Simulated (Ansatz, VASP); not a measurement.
# Cross-check of TaN between VASP and Ansatz

Aim: how closely do two programs agree when they are given the same cell, functional and k mesh? The cell is taken from a series of runs on this material, whose earlier steps may have relaxed, scaled, displaced or heated it; both programs get it as it stands.

Calculated with Ansatz 0.2.0; plane waves, with VASP 6.6.1 beside it; PBEsol.

## (1) The starting structure

Symmetry: P-6m2, No. 187, hexagonal system. Conventional cell: a = 2.836 Å, b = 2.836 Å, c = 2.906 Å, α = 90.00°, β = 90.00°, γ = 120.00°. Nearest to N lie 6 Ta at 2.19 Å. Ta has 6 N at 2.19 Å nearest. Farther neighbours and most contacts between anions are not listed.

Structure file:

```cif
data_structure
_symmetry_space_group_name_H-M 'P-6m2'
_symmetry_Int_Tables_number 187
_cell_length_a 2.8361
_cell_length_b 2.8361
_cell_length_c 2.9057
_cell_angle_alpha 90.000
_cell_angle_beta 90.000
_cell_angle_gamma 120.000
_cell_volume 20.24
loop_
_atom_site_label
_atom_site_type_symbol
_atom_site_symmetry_multiplicity
_atom_site_Wyckoff_symbol
_atom_site_fract_x
_atom_site_fract_y
_atom_site_fract_z
_atom_site_occupancy
N1 N 1 e 0.66667 0.33333 0.00000 1
Ta1 Ta 1 b 0.00000 0.00000 0.50000 1
```

## (2) VASP: zone-centre phonons, PBEsol

Second derivatives magnify differences that forces hide, and they need a tight electronic threshold.

Lines of VASP's logs that name or quote its potential files are left out, and so is its time.

Contents of INCAR:

```
SYSTEM = TaN
PREC = Accurate
ENCUT = 600
EDIFF = 1E-08
NELM = 120
ISMEAR = 1
SIGMA = 0.2
LREAL = .FALSE.
ALGO = Normal
GGA = PS
NBANDS = 14
LASPH = .TRUE.
LORBIT = 11
LWAVE = .FALSE.
LCHARG = .FALSE.
ISIF = 2
IBRION = 8
GGA_COMPAT = .FALSE.
KPAR = 2
```

Contents of POSCAR:

```
TaN
1.0
    2.8361164283      0.0000000000      0.0000000000
   -1.4180582141      2.4561488750      0.0000000000
    0.0000000000      0.0000000000      2.9057164413
N Ta
1 1
Direct
    0.6666666667      0.3333333333      0.0000000000
    0.0000000000      1.0000000000      0.5000000000
```

Contents of KPOINTS:

```
Automatic mesh
0
Gamma
18 18 16
0 0 0
```

Potentials, in the order of the species: N and Ta_pv (PBE family, release 64).

Started as:

```sh
$ mpirun -np 2 vasp_std
```

Numbers of over 12 decimals in the logs are rounded to 6 here.

The log of the run:

```text
[banner, memory and clock lines left out]
running    2 mpi-ranks, on    1 nodes
 distrk:  each k-point on    1 cores,    2 groups
 distr:  one band on    1 cores,    1 groups

 POSCAR found type information on POSCAR N Ta
 POSCAR found :  2 types and       2 ions
|                                                                             |
|               ----> ADVICE to this user running VASP <----                  |
|                                                                             |
|     You enforced a specific xc type in the INCAR file but a different       |
|     [... a line on the potential file left out ...]
|     I HOPE YOU KNOW WHAT YOU ARE DOING!                                     |
|                                                                             |

 LDA part: xc-table for (Slater+PW92), standard interpolation
 POSCAR, INCAR and KPOINTS ok, starting setup
 FFT: planning ... GRIDC
 FFT: planning ... GRID_SOFT
 FFT: planning ... GRID
 WAVECAR not read
 entering main loop
       N       E                     dE             d eps       ncg     rms          rms(c)
DAV:   1     0.103515710791E+03    0.10352E+03   -0.97712E+03  9324   0.135E+03
DAV:   2    -0.224635793260E+02   -0.12598E+03   -0.11941E+03 11142   0.351E+02
DAV:   3    -0.259728850671E+02   -0.35093E+01   -0.34861E+01 10986   0.577E+01
DAV:   4    -0.259904012494E+02   -0.17516E-01   -0.17514E-01 10992   0.428E+00
DAV:   5    -0.259905070663E+02   -0.10582E-03   -0.10582E-03 11112   0.314E-01    0.266E+01
DAV:   6    -0.238096199868E+02    0.21809E+01   -0.37754E+00 11398   0.247E+01    0.115E+01
DAV:   7    -0.237300161140E+02    0.79604E-01   -0.37705E-01 11898   0.623E+00    0.777E+00
DAV:   8    -0.236995299526E+02    0.30486E-01   -0.10699E-01 12672   0.319E+00    0.153E+00
DAV:   9    -0.236951656856E+02    0.43643E-02   -0.92124E-03 10236   0.886E-01    0.190E-01
DAV:  10    -0.236950841451E+02    0.81540E-04   -0.56805E-04 12816   0.295E-01    0.124E-01
DAV:  11    -0.236950539495E+02    0.30196E-04   -0.46774E-05 10212   0.760E-02    0.108E-02
DAV:  12    -0.236950537022E+02    0.24722E-06   -0.35554E-06 12354   0.190E-02    0.197E-03
DAV:  13    -0.236950536453E+02    0.56957E-07   -0.21696E-08  9910   0.178E-03    0.138E-03
DAV:  14    -0.236950536035E+02    0.41826E-07   -0.50836E-09  8898   0.800E-04    0.175E-04
DAV:  15    -0.236950535910E+02    0.12480E-07   -0.57097E-10  6378   0.281E-04    0.734E-05
DAV:  16    -0.236950535912E+02   -0.22874E-09   -0.67248E-11  7044   0.102E-04
   1 F= -.23695054E+02 E0= -.23695129E+02  d E =0.224951E-03
 Linear response reoptimize wavefunctions to high precision
DAV:   1    -0.236950535915E+02   -0.33037E-09   -0.11900E-11  7224   0.434E-05
DAV:   2    -0.236950535915E+02   -0.65938E-11   -0.19923E-12  6630   0.158E-05
 Linear response DOF=           4
 Linear response progress:
  Degree of freedom:   1/  4
       N       E                     dE             d eps       ncg     rms          rms(c)
RMM:   1    -0.232515100070E+00   -0.23252E+00    0.10571E-01 95810   0.288E+00
RMM:   2    -0.226248139870E+00    0.62670E-02   -0.29668E-03 70168   0.475E-01    0.184E-01
RMM:   3    -0.227140662857E+00   -0.89252E-03   -0.54813E-04 66881   0.157E-01    0.996E-02
RMM:   4    -0.228411616987E+00   -0.12710E-02   -0.30958E-04 67610   0.117E-01    0.256E-02
RMM:   5    -0.228471698076E+00   -0.60081E-04   -0.12376E-05 76870   0.275E-02    0.217E-03
RMM:   6    -0.228472633212E+00   -0.93514E-06   -0.20343E-06 77265   0.527E-03    0.927E-04
RMM:   7    -0.228465548799E+00    0.70844E-05   -0.39424E-07 80451   0.180E-03    0.532E-04
RMM:   8    -0.228467063261E+00   -0.15145E-05   -0.15081E-07 79641   0.632E-04    0.198E-04
RMM:   9    -0.228465113223E+00    0.19500E-05   -0.13255E-08 74957   0.260E-04    0.182E-05
RMM:  10    -0.228464964880E+00    0.14834E-06   -0.17789E-08 85011   0.863E-05    0.146E-05
RMM:  11    -0.228464988220E+00   -0.23340E-07   -0.44705E-09 80793   0.280E-05    0.962E-06
RMM:  12    -0.228464981531E+00    0.66884E-08    0.37885E-10 78111   0.124E-05    0.154E-06
 first order change of Fermi-energy   0.28143E-04
 force on displaced ion       1 direction 1 : -15.357   0.001   0.000
 Linear response progress:
  Degree of freedom:   2/  4
       N       E                     dE             d eps       ncg     rms          rms(c)
RMM:   1    -0.239178902018E+00   -0.23918E+00    0.16102E-01 32835   0.303E+00
RMM:   2    -0.233360081611E+00    0.58188E-02   -0.39761E-03 25112   0.534E-01    0.162E-01
RMM:   3    -0.234144572869E+00   -0.78449E-03   -0.11013E-03 23736   0.202E-01    0.816E-02
RMM:   4    -0.235415250914E+00   -0.12707E-02   -0.47693E-04 24569   0.134E-01    0.238E-02
RMM:   5    -0.235557433673E+00   -0.14218E-03   -0.23273E-05 26243   0.390E-02    0.405E-03
RMM:   6    -0.235559575761E+00   -0.21421E-05   -0.19698E-06 26757   0.924E-03    0.120E-03
RMM:   7    -0.235548420187E+00    0.11156E-04   -0.29754E-07 26266   0.299E-03    0.379E-04
RMM:   8    -0.235550153710E+00   -0.17335E-05   -0.31973E-08 28611   0.970E-04    0.145E-04
RMM:   9    -0.235550066758E+00    0.86952E-07   -0.57846E-09 28733   0.299E-04    0.299E-05
RMM:  10    -0.235549840747E+00    0.22601E-06   -0.80397E-10 29304   0.993E-05    0.116E-05
RMM:  11    -0.235549845576E+00   -0.48294E-08    0.10387E-09 29306   0.371E-05    0.288E-06
 first order change of Fermi-energy  -0.30420E-04
 force on displaced ion       1 direction 3 :  -0.000   0.000 -16.626
 Linear response progress:
  Degree of freedom:   3/  4
       N       E                     dE             d eps       ncg     rms          rms(c)
RMM:   1    -0.127401816782E+00   -0.12740E+00    0.11664E+01 42234   0.251E+01
RMM:   2    -0.156451168490E+00   -0.29049E-01   -0.24773E-02 64445   0.147E+00    0.188E-01
RMM:   3    -0.155041029283E+00    0.14101E-02   -0.27433E-03 74180   0.354E-01    0.104E-01
RMM:   4    -0.154093736189E+00    0.94729E-03   -0.38017E-04 81936   0.130E-01    0.395E-02
RMM:   5    -0.153769014215E+00    0.32472E-03   -0.72580E-05 84133   0.341E-02    0.675E-03
RMM:   6    -0.153774186278E+00   -0.51721E-05   -0.31813E-05 79418   0.119E-02    0.184E-03
RMM:   7    -0.153773965456E+00    0.22082E-06   -0.11292E-05 86868   0.366E-03    0.441E-04
RMM:   8    -0.153776116897E+00   -0.21514E-05   -0.80006E-06 89082   0.127E-03    0.219E-04
RMM:   9    -0.153777220956E+00   -0.11041E-05   -0.39209E-06 82336   0.523E-04    0.464E-05
RMM:  10    -0.153777408877E+00   -0.18792E-06   -0.25630E-06 84360   0.253E-04    0.201E-05
RMM:  11    -0.153777468755E+00   -0.59878E-07   -0.16271E-06 91123   0.111E-04    0.388E-06
RMM:  12    -0.153777416789E+00    0.51966E-07   -0.93709E-07 91248   0.562E-05    0.435E-06
RMM:  13    -0.153777410030E+00    0.67588E-08   -0.35116E-07 83202   0.336E-05    0.206E-06
RMM:  14    -0.153777427236E+00   -0.17206E-07   -0.26080E-07 74876   0.201E-05    0.584E-07
RMM:  15    -0.153777409984E+00    0.17252E-07   -0.93834E-08 53294   0.128E-05    0.193E-06
RMM:  16    -0.153777423531E+00   -0.13547E-07   -0.86236E-08 52140   0.907E-06    0.377E-07
RMM:  17    -0.153777420115E+00    0.34161E-08   -0.23978E-08 45468   0.674E-06    0.550E-07
 first order change of Fermi-energy  -0.58233E-04
 force on displaced ion       2 direction 1 : -15.362   0.000   0.000
 Linear response progress:
  Degree of freedom:   4/  4
       N       E                     dE             d eps       ncg     rms          rms(c)
RMM:   1    -0.156683732432E+00   -0.15668E+00    0.97890E+00 14949   0.242E+01
RMM:   2    -0.185379894300E+00   -0.28696E-01   -0.28038E-02 22218   0.153E+00    0.137E-01
RMM:   3    -0.184824147375E+00    0.55575E-03   -0.19838E-03 26452   0.293E-01    0.741E-02
RMM:   4    -0.184345158638E+00    0.47899E-03   -0.19490E-04 27196   0.100E-01    0.188E-02
RMM:   5    -0.184243636682E+00    0.10152E-03   -0.23575E-05 29588   0.257E-02    0.684E-03
RMM:   6    -0.184207491338E+00    0.36145E-04   -0.40791E-06 27355   0.973E-03    0.664E-04
RMM:   7    -0.184209235466E+00   -0.17441E-05   -0.18131E-06 31637   0.279E-03    0.396E-04
RMM:   8    -0.184211553741E+00   -0.23183E-05   -0.10640E-06 28709   0.104E-03    0.755E-05
RMM:   9    -0.184211905671E+00   -0.35193E-06   -0.74233E-07 32062   0.455E-04    0.378E-05
RMM:  10    -0.184212227165E+00   -0.32149E-06   -0.38808E-07 30904   0.235E-04    0.135E-05
RMM:  11    -0.184212446549E+00   -0.21938E-06   -0.25785E-07 28357   0.140E-04    0.373E-06
RMM:  12    -0.184212510530E+00   -0.63982E-07   -0.15232E-07 29268   0.830E-05    0.186E-06
RMM:  13    -0.184212538884E+00   -0.28353E-07   -0.10733E-07 30405   0.487E-05    0.101E-06
RMM:  14    -0.184212554411E+00   -0.15527E-07   -0.60993E-08 27945   0.305E-05    0.395E-07
RMM:  15    -0.184212553146E+00    0.12651E-08   -0.41496E-08 17578   0.195E-05    0.562E-07
 first order change of Fermi-energy  -0.12818E-02
 force on displaced ion       2 direction 3 :   0.000   0.000 -16.635
 Linear response finished
```

OUTCAR, selected parts (step 2):

```text
ion  position               nearest neighbor table
   1  0.667  0.333  0.000-   2 2.19   2 2.19   2 2.19   2 2.19   2 2.19   2 2.19
   2  0.000  0.000  0.500-   1 2.19   1 2.19   1 2.19   1 2.19   1 2.19   1 2.19

  LATTYP: Found a hexagonal cell.
 ALAT       =     2.8361164283
 C/A-ratio  =     1.0245406050

 Subroutine GETGRP returns: Found 12 space group operations
 (whereof 12 operations were pure point group operations)

The static configuration has the point symmetry D_3h.

 Found    333 irreducible k-points:

   k-points           NKPTS =    333   k-points in BZ     NKDIM =    333   number of bands    NBANDS=     14

   dimension x,y,z NGX =    24 NGY =   24 NGZ =   24
   dimension x,y,z NGXF=    48 NGYF=   48 NGZF=   48

   ENCUT  =  600.0 eV  44.10 Ry    6.64 a.u.   5.66  5.66  5.80*2*pi/ulx,y,z

   NELECT =      16.0000    total number of electrons

 k-points in reciprocal lattice and weights: Automatic mesh
   0.00000000  0.00000000  0.00000000       0.000
   0.05555556 -0.00000000  0.00000000       0.001
   0.11111111 -0.00000000  0.00000000       0.001
   0.16666667  0.00000000  0.00000000       0.001
   0.22222222  0.00000000  0.00000000       0.001
   0.27777778 -0.00000000  0.00000000       0.001
   0.33333333 -0.00000000  0.00000000       0.001
   0.38888889 -0.00000000  0.00000000       0.001
   0.44444444  0.00000000  0.00000000       0.001
[...]
0.33333333  0.27777778  0.50000000       0.002
   0.33333333  0.33333333  0.50000000       0.000

 average (electrostatic) potential at core
       1 -61.0914       2 -33.9556

  Total        3.6662563      3.6662563      0.1539539      0.0000000     -0.0000000      0.0000000
  in kB      290.2026876    290.2026876     12.1862290      0.0000000     -0.0000000      0.0000000
  external PRESSURE =     197.5305347 kB  Pullay stress =       0.0000000 kB

  energy-cutoff  :      600.00
  volume of cell :       20.24
      direct lattice vectors                 reciprocal lattice vectors
     2.836116428  0.000000000  0.000000000     0.352594834  0.203570722  0.000000000
    -1.418058214  2.456148875  0.000000000     0.000000000  0.407141444  0.000000000
     0.000000000  0.000000000  2.905716441     0.000000000  0.000000000  0.344149204

 POSITION                                       TOTAL-FORCE (eV/Angst)
 -----------------------------------------------------------------------------------
      1.41806      0.81872      0.00000         0.000000      0.000000      0.000000
      0.00000      0.00000      1.45286        -0.000000      0.000000      0.000000
 -----------------------------------------------------------------------------------
    total drift:                               -0.000000      0.000000      0.000000

 Eigenvectors and eigenvalues of the dynamical matrix
 ----------------------------------------------------

   1 f  =   17.682794 THz   111.104268 2PiTHz  589.834502 cm-1    73.130125 meV
             X         Y         Z           dx          dy          dz
      1.418058  0.818716  0.000000     0.000000    0.000000    0.963403
      0.000000  0.000000  1.452858     0.000000    0.000000   -0.268059

   2 f  =   16.994835 THz   106.781699 2PiTHz  566.886681 cm-1    70.284959 meV
             X         Y         Z           dx          dy          dz
      1.418058  0.818716  0.000000     0.668788    0.693458    0.000000
      0.000000  0.000000  1.452858    -0.186062   -0.192925    0.000000

   3 f  =   16.994835 THz   106.781699 2PiTHz  566.886681 cm-1    70.284959 meV
             X         Y         Z           dx          dy          dz
      1.418058  0.818716  0.000000    -0.693458    0.668788    0.000000
      0.000000  0.000000  1.452858     0.192925   -0.186062    0.000000

   4 f/i=    0.000666 THz     0.004185 2PiTHz    0.022218 cm-1     0.002755 meV
             X         Y         Z           dx          dy          dz
      1.418058  0.818716  0.000000     0.212937    0.162779    0.000000
      0.000000  0.000000  1.452858     0.765388    0.585100    0.000000

   5 f/i=    0.000666 THz     0.004185 2PiTHz    0.022218 cm-1     0.002755 meV
             X         Y         Z           dx          dy          dz
      1.418058  0.818716  0.000000     0.162779   -0.212937    0.000000
      0.000000  0.000000  1.452858     0.585100   -0.765388    0.000000

   6 f/i=    0.001258 THz     0.007903 2PiTHz    0.041956 cm-1     0.005202 meV
             X         Y         Z           dx          dy          dz
      1.418058  0.818716  0.000000     0.000000    0.000000   -0.268059
      0.000000  0.000000  1.452858     0.000000    0.000000   -0.963403

 ELASTIC MODULI CONTR FROM IONIC RELAXATION (kBar)
 Direction    XX          YY          ZZ          XY          YZ          ZX
 --------------------------------------------------------------------------------
 XX         -36.0947     36.0947      0.0000     -0.0000     -0.0000      0.0000
 YY          36.0947    -36.0947     -0.0000     -0.0000      0.0000      0.0000
 ZZ           0.0000     -0.0000     -0.0000     -0.0000      0.0000      0.0000
 XY          -0.0000     -0.0000     -0.0000    -36.0947     -0.0000      0.0000
 YZ          -0.0000      0.0000      0.0000     -0.0000     -0.0000      0.0000
 ZX           0.0000      0.0000      0.0000      0.0000      0.0000      0.0000
 --------------------------------------------------------------------------------
```

(Continued in part 2 of 2.)

[Lines on the potential files, build, host, timing and source positions are cut from VASP's logs without a mark.]

[Logs are printed without paths, hosts, clocks, repeated set-up lines and the standing remarks that a program may print on its own settings, such as how far it seeks lower states.]

[Hosts, paths, dates, database ids (printed as entryN), source tags and the programs' standing remarks are cut or masked in the printed files.]
